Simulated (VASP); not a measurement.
Computed with PBEsol GGA, VASP's PBE PAW potentials (set 64) (plane waves; VASP).

The input files of a VASP run:

### POSCAR
```
ZrO
1.0
  0.0000000000   2.4735190791   2.4735190791
  2.4735190791   0.0000000000   2.4735190791
  2.4735190791   2.4735190791   0.0000000000
Zr O
1 1
Direct
  0.0000000000   0.0000000000   0.0000000000
  0.2500000000   0.2500000000   0.2500000000
```

### INCAR
```
! general
SYSTEM   =  ZrO
PREC     =  Accurate
ENCUT    =  520   ! plane-wave cut-off (eV)
LREAL    =  F   ! projection in real space or not
LASPH    =  T   ! aspherical one-centre terms

! electronic loop
EDIFF    =  1E-6
NELM     =  100
ALGO     =  Normal   ! blocked Davidson
LMAXMIX  =  4

! smearing
ISMEAR   =  1
SIGMA    =  0.1

! functional
GGA      =  PS   ! PBEsol

! ions
IBRION   =  2
NSW      =  60   ! most ionic steps
ISIF     =  3   ! ions, shape and volume
EDIFFG   =  -0.01   ! ionic stop

! output
LWAVE    =  F
LCHARG   =  F
```

### KPOINTS
```
kpoints
0
G
 11 11 11
0 0 0
```

POTCAR, in this order: Zr_sv O (PBE.64 set). Program: vasp_std.

Output

OSZICAR:
```
       N       E                     dE             d eps       ncg     rms          rms(c)
DAV:   1     0.142955593000E+03    0.14296E+03   -0.10241E+04  1456   0.138E+03
DAV:   2    -0.136617156327E+02   -0.15662E+03   -0.15108E+03  1734   0.355E+02
DAV:   3    -0.212409987031E+02   -0.75793E+01   -0.74243E+01  2018   0.754E+01
DAV:   4    -0.215422808628E+02   -0.30128E+00   -0.30115E+00  1963   0.128E+01
DAV:   5    -0.215471300213E+02   -0.48492E-02   -0.48491E-02  2006   0.154E+00    0.193E+01
DAV:   6    -0.189808457964E+02    0.25663E+01   -0.13190E+01  1551   0.342E+01    0.819E+00
DAV:   7    -0.188589900095E+02    0.12186E+00   -0.10950E+00  1824   0.916E+00    0.592E+00
DAV:   8    -0.188342195600E+02    0.24770E-01   -0.17973E-01  1721   0.418E+00    0.725E-01
DAV:   9    -0.188315268807E+02    0.26927E-02   -0.26146E-02  1826   0.147E+00    0.656E-01
DAV:  10    -0.188316099505E+02   -0.83070E-04   -0.14398E-03  2070   0.467E-01    0.206E-01
DAV:  11    -0.188315954081E+02    0.14542E-04   -0.50071E-04  1621   0.216E-01    0.922E-02
DAV:  12    -0.188315763762E+02    0.19032E-04   -0.68109E-05  1616   0.839E-02    0.379E-03
DAV:  13    -0.188315760900E+02    0.28626E-06   -0.19845E-06  1384   0.175E-02
   1 F= -.18831576E+02 E0= -.18831481E+02  d E =-.188316E+02
```

### OUTCAR
```
------------------------ aborting loop because EDIFF is reached ----------------------------------------
  FORCE on cell =-STRESS in cart. coord.  units (eV):
  Direction    XX          YY          ZZ          XY          YZ          ZX
  --------------------------------------------------------------------------------------
  Total        0.0129628      0.0129628      0.0129628     -0.0000000      0.0000000      0.0000000
  in kB        0.6861747      0.6861747      0.6861747     -0.0000000      0.0000000      0.0000000
  external PRESSURE =       0.6861747 kB  Pullay stress =       0.0000000 kB
  volume of cell :       30.27
      direct lattice vectors                 reciprocal lattice vectors
     0.000000000  2.473519079  2.473519079    -0.202141154  0.202141154  0.202141154
     2.473519079  0.000000000  2.473519079     0.202141154 -0.202141154  0.202141154
     2.473519079  2.473519079  0.000000000     0.202141154  0.202141154 -0.202141154
 POSITION                                       TOTAL-FORCE (eV/Angst)
 -----------------------------------------------------------------------------------
      0.00000      0.00000      0.00000         0.000000      0.000000      0.000000
      1.23676      1.23676      1.23676        -0.000000     -0.000000     -0.000000
 -----------------------------------------------------------------------------------
    total drift:                                0.000000      0.000000      0.000000
  FREE ENERGIE OF THE ION-ELECTRON SYSTEM (eV)
  ---------------------------------------------------
  free  energy   TOTEN  =       -18.8315760900 eV

  energy  without entropy=      -18.8312907316  energy(sigma->0) =      -18.83148097

 reached required accuracy - stopping structural energy minimisation
```
(Selected blocks of OUTCAR.)

The structure was generated: ZrO was put into the zinc blende type (F-43m), which need not be its known phase. It was relaxed first, which changed the volume by -30 %. The start is the result of an earlier pass.
